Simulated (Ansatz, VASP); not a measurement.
## Cross-check of SrIBr (1T-SrBrI monolayer) between VASP and Ansatz

Aim: how closely do two programs agree when they are given the same cell, functional and k mesh? Of the first pair: The structure shown is the start of the Ansatz relaxation below; VASP solves that cell, so the two are compared at the walk's first step.

Program: Ansatz 0.2.0. Level of theory: plane waves, with VASP 6.6.1 beside it; single point at PBE with D3(BJ). Results are calculated unless marked as measured.

## (1) The starting structure

The cell holds 3 atoms: 1 I, 1 Sr and 1 Br. Cell: a = 4.390 Å, b = 4.390 Å, c = 38.590 Å, α = 90.0°, β = 90.0°, γ = 120.0°. Vacuum lies along c.

## (2) Ansatz: relaxation, PBE with D3(BJ)

Ansatz runs on its default PAW (the set named soft_2) files.

The two programs are compared at the cell with which this relaxation starts, whose forces are those of its first step.

Input file input.yaml:

```yaml
crystal:
  lattice:
    - [4.390315, 0.0, 0.0]
    - [-2.1951575, 3.8021243206, 0.0]
    - [0.0, 0.0, 38.5904707205]
  atoms:
    - { symbol: I, position: [0.6666666667, 0.3333333333, 0.4508885141] }
    - { symbol: Sr, position: [0.0, 0.0, 0.5041143099] }
    - { symbol: Br, position: [0.3333333333, 0.6666666667, 0.5491114859] }
  periodic: [true, true, false]
kpoints:
  mp_grid: { grid: [12, 12, 1] }
hamiltonian:
  xc: pbe
  dispersion: d3bj
scf:
  occupations: { method: fermi_dirac, width: 0.05 }
  convergence: { dr2_threshold: 1.0e-09 }
relax:
  f_tol: 0.004
  max_steps: 90
  cell: {}
output:
  write_potential: true
  write_density: true
  volumetric_format: npy
```

Command:

```bash
> ansatz run input.yaml --threads 2 --pin off --max-ram 3072MiB --backend cpu --events-out ev --progress --plain --runs-dir out
```

Numbers of over 12 decimals in the logs are rounded to 6 here.

Log:

```text
Warning: relax.cell: scf.convergence.dr2_threshold = 1e-9 eV is looser than the 1.5774771381e-10 eV advised for a relaxation that steers and ends on the stress (1e-10 eV for each atom of the cell: 3, times the square of relax.cell.stress_2d_tol = 0.05 N/m over 13.8 Å (the atoms' height at the walk's start and 5 Å past either face), 3.626e-2 GPa, over a crystal's default 0.05). What an SCF threshold leaves in a stress goes as its square root, and in the free energy as the threshold itself, and one threshold admits the most on a small cell: [figures from the program's tests cut] Set scf.convergence.dr2_threshold to 1.5774771381e-10 eV or tighter. [rest of the remark cut]
Engine: ansatz 0.2.0, x86_64-unknown-linux-gnu
Pseudopotentials: kind: paw
Pseudopotential: I, paw, valence charge 17, recommended cutoff 420 eV (normal), I.paw.azcp
Pseudopotential: Sr, paw, valence charge 10, recommended cutoff 420 eV (normal), Sr.paw.azcp
Pseudopotential: Br, paw, valence charge 7, recommended cutoff 420 eV (normal), Br.paw.azcp
Functional definition: PBE
  parameter kappa = 0.804
  parameter beta = 0.066725
  exchange = pbe_x(kappa = kappa, mu = beta*pi^2/3)
  correlation = pbe_c(beta = beta)
Crystal: 3 atoms, lattice volume = 644.172 Å³
Basis set: ecut = 420 eV, 12699 PW (Γ), exchange–correlation on 60×60×540 points (8 copies of the dense FFT grid, shifted against one another)
Bands: 21, of which v1, the nominal top of the filled ones, is band 17 counted from 1 (16 counted from 0)
Symmetry: 6 space group operations
Space group: P3m1 (ITA 156), of the structure as read, at distance tolerance 8.6e-5 Å
k-points: 19 of 144 (time reversal used)
Non-local potential: I, projectors of the file, l = 0: 2, l = 1: 2, l = 2: 2, l = 3: 2
Non-local potential: Sr, projectors of the file, l = 0: 3, l = 1: 2, l = 2: 2
Non-local potential: Br, projectors of the file, l = 0: 2, l = 1: 2, l = 2: 2
PAW form: soft (Blöchl's): semilocal exchange-correlation on the pseudo side does not see the compensation charge
PAW one-centre angular grid: I, 590 points (default); XC on 64 Gauss nodes
PAW one-centre angular grid: Sr, 110 points (default); XC on 64 Gauss nodes
PAW one-centre angular grid: Br, 110 points (default); XC on 64 Gauss nodes
Initial density: superposition of atomic densities (neutral atoms: chi_scale 0, normalization atom), corrected by the library's trained network
Initial wavefunctions: pseudopotential atomic-orbital guess
Functional: x = pbe(κ = 0.804, μ = 0.219515), c = pbe(β = 0.066725)
SCF iter   1: F=—  HF=-13846.498774 eV  |F-HF|=—  |Δ(HF+E_count)|=         —  Δρ=2.78e-4  dr2=1.40e-3  ethr=1.77e-3  ⟨swp⟩=22.1  Hψ=4516  notcnv=0
preconditioner: auto → Resta (q_TF=auto, 1.671 Å⁻¹)  ε∞=1.5  [insulator: Δε(μ)=3.816 eV  Ē_g=8.137 eV  σ=0.050 eV  W_gap=1.00  n_scr=38 (ndim 8)  ℏωp=5.5 eV  f_vac=0.799  D(μ)=0.00/eV (n_scr^D=0)  ε∞_Penn≈1.5  vacuum switching on, ρ_ref=4.8e-3 e/Å³]
SCF iter   2: F=—  HF=-13846.501914 eV  |F-HF|=—  |Δ(HF+E_count)|=   3.14e-3  Δρ=1.84e-4  dr2=5.98e-4  ethr=4.12e-6  ⟨swp⟩=5.1  Hψ=1425  notcnv=0
SCF iter   3: F=—  HF=-13846.502199 eV  |F-HF|=—  |Δ(HF+E_count)|=   2.85e-4  Δρ=8.81e-5  dr2=1.39e-4  ethr=1.76e-6  ⟨swp⟩=2.7  Hψ=733  notcnv=0
SCF iter   4: F=—  HF=-13846.502328 eV  |F-HF|=—  |Δ(HF+E_count)|=   1.29e-4  Δρ=3.69e-5  dr2=1.74e-5  ethr=4.09e-7  ⟨swp⟩=2.9  Hψ=688  notcnv=0
SCF iter   5: F=—  HF=-13846.502341 eV  |F-HF|=—  |Δ(HF+E_count)|=   1.25e-5  Δρ=1.59e-5  dr2=3.59e-6  ethr=5.12e-8  ⟨swp⟩=2.8  Hψ=602  notcnv=0
SCF iter   6: F=—  HF=-13846.502427 eV  |F-HF|=—  |Δ(HF+E_count)|=   8.69e-5  Δρ=5.55e-6  dr2=2.95e-7  ethr=1.06e-8  ⟨swp⟩=3.1  Hψ=800  notcnv=0
SCF iter   7: F=—  HF=-13846.502428 eV  |F-HF|=—  |Δ(HF+E_count)|=   1.62e-7  Δρ=1.93e-6  dr2=2.80e-8  ethr=8.66e-10  ⟨swp⟩=3.4  Hψ=828  notcnv=0
SCF iter   8: F=-13846.502428 eV  HF=-13846.502428 eV  |F-HF|=3.76e-9  |Δ(HF+E_count)|=   1.87e-7  Δρ=2.65e-7  dr2=8.56e-10  ethr=2.94e-12  ⟨swp⟩=12.1  Hψ=3819  notcnv=0
SCF 1 converged in 8 iterations: F = -13846.502428 eV  dr2 = 8.56e-10
  Residual-converged pass: ⟨swp⟩=1.2  Hψ=478  notcnv=0  max |occ|·‖R‖ = 7.0e-9 eV (tolerance 1.0e-8 eV)  dr2=8.56e-10  dr2_onsite=2.61e-11  max |Δocc| = 1.8e-28
  greatest PAW one-centre occupation: 0.999 electrons in one spin orbital (limit 2), on the I atom at site 0 (counted from 0), in its partial waves of l = 2
[...]
SCF iter   3: F=—  HF=-13846.582793 eV  |F-HF|=—  |Δ(HF+E_count)|=   9.49e-6  Δρ=5.94e-6  dr2=2.39e-7  ethr=1.18e-8  ⟨swp⟩=3.1  Hψ=723  notcnv=0
SCF iter   4: F=—  HF=-13846.582878 eV  |F-HF|=—  |Δ(HF+E_count)|=   8.45e-5  Δρ=9.84e-7  dr2=1.10e-8  ethr=7.04e-10  ⟨swp⟩=2.7  Hψ=625  notcnv=0
SCF iter   5: F=—  HF=-13846.582878 eV  |F-HF|=—  |Δ(HF+E_count)|=   6.54e-9  Δρ=3.60e-7  dr2=1.63e-9  ethr=3.22e-11  ⟨swp⟩=3.1  Hψ=752  notcnv=0
SCF iter   6: F=-13846.582878 eV  HF=-13846.582878 eV  |F-HF|=6.35e-10  |Δ(HF+E_count)|=  4.75e-10  Δρ=1.17e-7  dr2=8.11e-11  ethr=2.94e-12  ⟨swp⟩=11.1  Hψ=2913  notcnv=0
SCF 7 converged in 6 iterations: F = -13846.582878 eV  dr2 = 8.11e-11
relax step   7: F+E_penalty+E_count = -13846.58287794 eV  Δ(F+E_penalty+E_count) = -1.129e-5 eV  max|allowed force component| = 1.741e-4 eV/Å  Δτ_max = 0.0015 Å  P = +0.001 N/m  Ω = 714.145 Å³  energy of the carried Pulay correction = -6.735e-4 eV  fix = [c, alpha, beta]  reactions: c +0.000 N/m  (6 SCF iters, accepted)
Basis set: ecut = 420 eV, 14007 PW (Γ), exchange–correlation on 64×64×540 points (8 copies of the dense FFT grid, shifted against one another)
Initial wavefunctions: pseudopotential atomic-orbital guess (no wavefunctions were taken with the density)
iter 1 solved again at ethr=8.63e-6 eV; its pass at ethr=3.10e-3 eV (dr2=2.94e-3 eV) is discarded
SCF iter   1: F=—  HF=-13846.556816 eV  |F-HF|=—  |Δ(HF+E_count)|=         —  Δρ=3.24e-4  dr2=2.92e-5  ethr=8.63e-6  ⟨swp⟩=4.4  Hψ=5516  notcnv=0
eigensolver tolerance schedule: the retry pair's looser diagonalisation over-reported the residual by 99.39 of it (diagonalisation noise at 0.38 of the residual, at the tolerance the schedule requests for it); recorded, not acted on — ethr = c·dr2/N_el stays at c = 1.0e-1
preconditioner: auto → Resta (q_TF=auto, 1.643 Å⁻¹)  ε∞=1.4  [insulator: Δε(μ)=4.442 eV  Ē_g=8.149 eV  σ=0.050 eV  W_gap=1.00  n_scr=50 (ndim 8)  ℏωp=5.2 eV  f_vac=0.808  D(μ)=0.00/eV (n_scr^D=0)  ε∞_Penn≈1.4  vacuum switching on, ρ_ref=4.8e-3 e/Å³]
SCF iter   2: F=—  HF=-13846.574654 eV  |F-HF|=—  |Δ(HF+E_count)|=   1.78e-2  Δρ=1.62e-4  dr2=9.52e-6  ethr=8.60e-8  ⟨swp⟩=3.5  Hψ=993  notcnv=0
SCF iter   3: F=—  HF=-13846.580804 eV  |F-HF|=—  |Δ(HF+E_count)|=   6.15e-3  Δρ=7.72e-5  dr2=2.50e-6  ethr=2.80e-8  ⟨swp⟩=3.8  Hψ=872  notcnv=0
SCF iter   4: F=—  HF=-13846.582882 eV  |F-HF|=—  |Δ(HF+E_count)|=   2.08e-3  Δρ=3.15e-5  dr2=6.98e-7  ethr=7.36e-9  ⟨swp⟩=3.6  Hψ=865  notcnv=0
SCF iter   5: F=—  HF=-13846.583383 eV  |F-HF|=—  |Δ(HF+E_count)|=   5.01e-4  Δρ=7.90e-6  dr2=1.78e-7  ethr=2.05e-9  ⟨swp⟩=3.3  Hψ=720  notcnv=0
SCF iter   6: F=—  HF=-13846.583435 eV  |F-HF|=—  |Δ(HF+E_count)|=   5.17e-5  Δρ=1.27e-6  dr2=3.28e-9  ethr=5.24e-10  ⟨swp⟩=2.7  Hψ=651  notcnv=0
SCF iter   7: F=-13846.583438 eV  HF=-13846.583438 eV  |F-HF|=2.39e-7  |Δ(HF+E_count)|=   3.06e-6  Δρ=2.76e-7  dr2=3.38e-10  ethr=2.94e-12  ⟨swp⟩=25.3  Hψ=4085  notcnv=0
SCF 8 converged in 7 iterations: F = -13846.583438 eV  dr2 = 3.38e-10
relax step   8: F+E_penalty+E_count = -13846.58343788 eV  Δ(F+E_penalty+E_count) = -5.599e-4 eV  max|allowed force component| = 1.893e-4 eV/Å  Δτ_max = 0.0000 Å  P = -0.000 N/m  Ω = 714.145 Å³  fix = [c, alpha, beta]  reactions: c -0.000 N/m  stress off target by 6.48e-5 N/m on what of the cell is left free  SCF on the basis re-selected at this cell (its energy is not comparable with the rows above)  (7 SCF iters)
basis re-selected at this cell: Δ(F+E_penalty+E_count) = -5.599e-4 eV, ΔP = -0.001 N/m vs the last step (what re-selecting the basis moved, of the pressure what is left beyond the Pulay correction that the steps carried, after the strain that the cell walked since its last selection, with what the two solves' SCF thresholds leave and, on support functions, any second-order correction that the steps lacked; it is no measure of the basis error at this ecutwfc). The dense FFT grid was sized anew with the basis: this SCF ran on 32×32×270 points, the steps before it on 30×30×270, so part of this shift can come from that change (see relax.cell in the input reference). [rest of the remark cut]
WARN: The output density's exchange-correlation potential varies sharply where the density is thin. Do not read a vacuum level from v_tot or v_xc, or from such a field of the output density. On a cell that repeats whose density bears no net charge and no dipole along the vacuum's axis use v_es (v_loc + v_h of the components); under efield.dipole_correction with no amplitude use v_es + v_field, which holds any externa [...]
SCF converged after 7 iterations
Free energy (F): -13846.583438 eV
Harris-Foulkes:  -13846.583438 eV  (|F-HF|=2.39e-7)
Internal energy: -13846.583438 eV  (E = F + TS)
E sigma→0 (E₀):  -13846.583438 eV
Fermi energy:    -4.616797 eV
--- Per-component energies (eV) ---
  E_band       = -882.066993
  E_kinetic    = 567.185784
  E_local      = -48137.263940  (includes V_loc(G=0)·N_el)
  E_nonlocal   = 181.998288
  E_hartree    = 23685.320914
  E_xc         = -566.282654
  E_vxc        = -394.616090  (∫ρ·V_xc dr)
  E_paw        = -9758.206222  (= ΣΔE_a)
  E_vpaw       = -470.014766  (= ΣTr[D̂ρ^β])
  E_aug_tail   = -0.000005  (compensation charges beyond the density's cutoff)
  E_ewald      = 20181.168164
  E_disp       = -0.503766  (pairwise vdW)
  E_smearing   = -0.000000  (= −TS)
  E_closure    = -0.000000  (closes the sum)
  Σ components = -13846.583438   (vs F -13846.583438, Δ=0.00e0)
--- Forces (eV/Å), atoms counted from 1 ---
  atom   1  I     -0.00000000     0.00000000     0.00018913
  atom   2  Sr     0.00000000    -0.00000000    -0.00004039
  atom   3  Br     0.00000000    -0.00000000    -0.00014923
  max |Σ_I F_I| component: 4.89e-7 eV/Å
--- 2D stress c σ (N/m, compression-positive) ---
       -0.000065      -0.000000       0.000000
       -0.000000      -0.000065       0.000000
        0.000000       0.000000      -0.000000
  P = ½ c Tr σ = -0.0001 N/m
--- Band table (eV; the first three rows and the last of 19) ---
  k-point 0: bands = [... 13 lower, -8.2224, -7.2786, -6.8408, -6.8408, -2.3374, -1.4941, -1.4941, -1.3156]
  k-point 1: bands = [... 13 lower, -8.2205, -7.2623, -6.9491, -6.8686, -2.1837, -1.6116 (-1.6116°), -1.4113, -1.2129]
  k-point 2: bands = [... 13 lower, -8.2163, -7.3385, -7.1134, -6.9406, -1.9661, -1.6361 (-1.6361°), -1.1826, -1.0618]
  k-point 18: bands = [... 13 lower, -8.2402, -7.7031, -7.6081, -7.3593, -1.2942, -1.2015, -0.9430, 0.0541]
  ° read free of the cell's end (the report's vacuum.weakly_bound_levels)
--- Relaxed structure (7 steps of the walk, 7 accepted, 1 SCFs on fresh bases) ---
  F+E_penalty+E_count = -13846.58343788 eV   max|allowed force component| = 1.893e-4 eV/Å   (the final SCF, on the basis selected at the relaxed cell)
  cell:  # Å, volume = 714.1445 Å³
    - [4.622615, 0, 0]
    - [-2.311307, 4.003302, 0]
    - [0, 0, 38.5904707205]
  atoms:
    - { symbol: I, position: [0.666667, 0.333333, 0.455568] }
    - { symbol: Sr, position: [0, 0, 0.504534] }
    - { symbol: Br, position: [0.333333, 0.666667, 0.544012] }
```

## (3) VASP: single point, PBE with D3(BJ), start cell, pair 1

The same cell, functional, mesh and smearing now go to VASP, with its own data sets.

Lines of VASP's logs that name or quote its potential files are left out, and so is its time.

Input file INCAR:

```
SYSTEM = SrIBr
PREC = Accurate
ENCUT = 400
EDIFF = 1E-06
NELM = 120
ISMEAR = -1
SIGMA = 0.05
LREAL = .FALSE.
ALGO = Normal
GGA = PE
IVDW = 12
NBANDS = 18
LORBIT = 11
LWAVE = .FALSE.
LCHARG = .FALSE.
ISIF = 2
LDIPOL = .TRUE.
IDIPOL = 3
DIPOL = 0.5 0.5 0.501
LVHAR = .TRUE.
LASPH = .TRUE.
GGA_COMPAT = .FALSE.
EFERMI = MIDGAP
NELMDL = -8
```

Input file POSCAR:

```
SrIBr
1.0
    4.3903150000      0.0000000000      0.0000000000
   -2.1951570000      3.8021240000      0.0000000000
    0.0000000000      0.0000000000     38.5904710000
I Sr Br
1 1 1
Direct
    0.6666665587      0.3333334210      0.4508885108
    0.9999998920      0.0000000877      0.5041143188
    0.3333332254      0.6666667543      0.5491114892
```

Input file KPOINTS:

```
Automatic mesh
0
Gamma
12 12 1
0 0 0
```

Potentials, in the order of the species: I, Sr_sv and Br (PBE family, release 64).

Command:

```bash
> mpirun -np 1 vasp_std
```

Log:

```text
[banner, memory and clock lines left out]
running    1 mpi-ranks, on    1 nodes
 distrk:  each k-point on    1 cores,    1 groups
 distr:  one band on    1 cores,    1 groups

 POSCAR found type information on POSCAR I SrBr
 POSCAR found :  3 types and       3 ions
 LDA part: xc-table for (Slater+PW92), standard interpolation
 POSCAR, INCAR and KPOINTS ok, starting setup
 FFT: planning ... GRIDC
 FFT: planning ... GRID_SOFT
 FFT: planning ... GRID
 WAVECAR not read
 entering main loop
       N       E                     dE             d eps       ncg     rms          rms(c)
DAV:   1     0.136431973335E+03    0.13643E+03   -0.76215E+03   940   0.709E+02
DAV:   2     0.101741729875E+02   -0.12626E+03   -0.12375E+03   928   0.153E+02
DAV:   3    -0.100324191298E+02   -0.20207E+02   -0.20178E+02  1096   0.584E+01
DAV:   4    -0.105403533795E+02   -0.50793E+00   -0.50699E+00  1080   0.100E+01
DAV:   5    -0.105484780029E+02   -0.81246E-02   -0.81170E-02  1092   0.119E+00
DAV:   6    -0.105485749858E+02   -0.96983E-04   -0.96953E-04  1048   0.138E-01
DAV:   7    -0.105485773491E+02   -0.23632E-05   -0.23627E-05  1118   0.177E-02
DAV:   8    -0.105485773790E+02   -0.29921E-07   -0.29590E-07   920   0.265E-03    0.166E+01
DAV:   9    -0.104269041886E+02    0.12167E+00   -0.24471E-01   902   0.259E+00    0.966E+00
DAV:  10    -0.104280232585E+02   -0.11191E-02   -0.30664E-01   984   0.305E+00    0.807E-01
DAV:  11    -0.104275804941E+02    0.44276E-03   -0.26254E-02  1008   0.861E-01    0.408E-01
DAV:  12    -0.104278383349E+02   -0.25784E-03   -0.18147E-03  1008   0.235E-01    0.230E-01
DAV:  13    -0.104280597965E+02   -0.22146E-03   -0.58272E-04  1016   0.136E-01    0.434E-02
DAV:  14    -0.104281007969E+02   -0.41000E-04   -0.82386E-05  1032   0.524E-02    0.320E-02
[...]
DAV:  19    -0.104285807838E+02   -0.24968E-04   -0.15299E-06   984   0.381E-03    0.332E-03
DAV:  20    -0.104286148781E+02   -0.34094E-04   -0.51154E-07   848   0.283E-03    0.147E-03
DAV:  21    -0.104286326023E+02   -0.17724E-04   -0.25075E-07   854   0.166E-03    0.160E-03
DAV:  22    -0.104286497254E+02   -0.17123E-04   -0.22943E-07   772   0.156E-03    0.133E-03
DAV:  23    -0.104286528235E+02   -0.30981E-05   -0.49180E-08   840   0.675E-04    0.604E-04
DAV:  24    -0.104286563601E+02   -0.35366E-05   -0.30946E-08   760   0.564E-04    0.459E-04
DAV:  25    -0.104286573980E+02   -0.10379E-05   -0.37433E-09   774   0.249E-04    0.112E-04
DAV:  26    -0.104286581188E+02   -0.72081E-06   -0.15597E-09   728   0.203E-04
   1 F= -.10972578E+02 E0= -.10972578E+02  d E =-.425714E-17
```

OUTCAR, selected parts (step 3):

```text
ion  position               nearest neighbor table
   1  0.667  0.333  0.451-   2 3.26   2 3.26   2 3.26
   2  1.000  0.000  0.504-   3 3.07   3 3.07   3 3.07   1 3.26   1 3.26   1 3.26
   3  0.333  0.667  0.549-   2 3.07   2 3.07   2 3.07

  LATTYP: Found a hexagonal cell.
 ALAT       =     4.3903150000
 C/A-ratio  =     8.7899093801

 Subroutine GETGRP returns: Found  6 space group operations
 (whereof  6 operations were pure point group operations)

The static configuration has the point symmetry C_3v.

 Found     19 irreducible k-points:

   k-points           NKPTS =     19   k-points in BZ     NKDIM =     19   number of bands    NBANDS=     18

   dimension x,y,z NGX =    30 NGY =   30 NGZ =  252
   dimension x,y,z NGXF=    60 NGYF=   60 NGZF=  504

   ENCUT  =  400.0 eV  29.40 Ry    5.42 a.u.   7.16  7.16 62.93*2*pi/ulx,y,z

   NELECT =      24.0000    total number of electrons

 k-points in reciprocal lattice and weights: Automatic mesh
   0.00000000  0.00000000  0.00000000       0.007
   0.08333333  0.00000000  0.00000000       0.042
   0.16666667 -0.00000000  0.00000000       0.042
   0.25000000  0.00000000  0.00000000       0.042
   0.33333333  0.00000000  0.00000000       0.042
   0.41666667  0.00000000  0.00000000       0.042
   0.50000000  0.00000000  0.00000000       0.021
   0.08333333  0.08333333  0.00000000       0.042
   0.16666667  0.08333333  0.00000000       0.083
[...]
0.33333333  0.25000000  0.00000000       0.083
   0.33333333  0.33333333  0.00000000       0.014

 dipolmoment           0.000000      0.000000     -0.005487 electrons x Angstroem

 average (electrostatic) potential at core
       1 -99.4573       2 -45.2510       3 -69.5839

 E-fermi :  -3.4541

 k-point     1 :       0.0000    0.0000    0.0000
  band No.  band energies     occupation
    ...
      8      -6.7052      2.00000
      9      -6.7052      2.00000
     10      -6.2409      2.00000
     11      -5.3607      2.00000
     12      -5.3607      2.00000
     13      -1.0662      0.00000
     14      -0.4456      0.00000
     15      -0.2095      0.00000
     16      -0.2095      0.00000
     17       0.3770      0.00000
    ...

 k-point     2 :       0.0833    0.0000    0.0000
  band No.  band energies     occupation
    ...
      8      -6.8082      2.00000
      9      -6.7115      2.00000
     10      -6.2036      2.00000
     11      -5.5206      2.00000
     12      -5.3957      2.00000
     13      -0.9399      0.00000
     14      -0.4233      0.00000
     15      -0.2618      0.00000
     16      -0.1208      0.00000
     17       0.3561      0.00000
    ...

 k-point     3 :       0.1667   -0.0000    0.0000
  band No.  band energies     occupation
    ...
      8      -7.0094      2.00000
      9      -6.7301      2.00000
     10      -6.2065      2.00000
     11      -5.8666      2.00000
     12      -5.4854      2.00000
     13      -0.8018      0.00000
     14      -0.5577      0.00000
     15      -0.0145      0.00000
     16       0.1278      0.00000
     17       0.5070      0.00000
    ...

 Edisp (eV)   -0.54392

  Total       0.79329     0.79329    -0.86106     0.00000     0.00000    -0.00000
  in kB       1.97306     1.97306    -2.14161     0.00000     0.00000    -0.00000
  external pressure =        0.60 kB  Pullay stress =        0.00 kB

  energy-cutoff  :      400.00
  volume of cell :      644.17
      direct lattice vectors                 reciprocal lattice vectors
     4.390315000  0.000000000  0.000000000     0.227774089  0.131505413  0.000000000
    -2.195157000  3.802124000  0.000000000     0.000000000  0.263010885  0.000000000
     0.000000000  0.000000000 38.590471000     0.000000000  0.000000000  0.025913133

 POSITION                                       TOTAL-FORCE (eV/Angst)
 -----------------------------------------------------------------------------------
      2.19516      1.26737     17.40000         0.000000      0.000000      0.181123
      4.39031      0.00000     19.45401        -0.000000     -0.000000      0.084398
     -0.00000      2.53475     21.19047        -0.000000     -0.000000     -0.265520
 -----------------------------------------------------------------------------------
    total drift:                                0.001282     -0.000640      0.000061

  FREE ENERGIE OF THE ION-ELECTRON SYSTEM (eV)
  ---------------------------------------------------
  free  energy   TOTEN  =       -10.9725780795 eV

  energy  without entropy=      -10.9725780795  energy(sigma->0) =      -10.97257808

 vacuum level on the upper side and lower side of the slab         1.296         1.356

 total charge
# of ion       s       p       d       tot
------------------------------------------
    1        1.502   2.836   0.007   4.345
    2        2.008   5.772   0.185   7.965
    3        1.605   3.286   0.005   4.897
--------------------------------------------------
tot          5.116  11.895   0.197  17.207

[... 3 further parts left out ...]
```

(Part 1 of 2 ends here.)

[Lines on the potential files, build, host, timing and source positions are cut from VASP's logs without a mark.]

[Logs are printed without paths, hosts, clocks, repeated set-up lines and the standing remarks that a program may print on its own settings, such as how far it seeks lower states.]

[Hosts, paths, dates, database ids (printed as entryN), source tags and the programs' standing remarks are cut or masked in the printed files.]
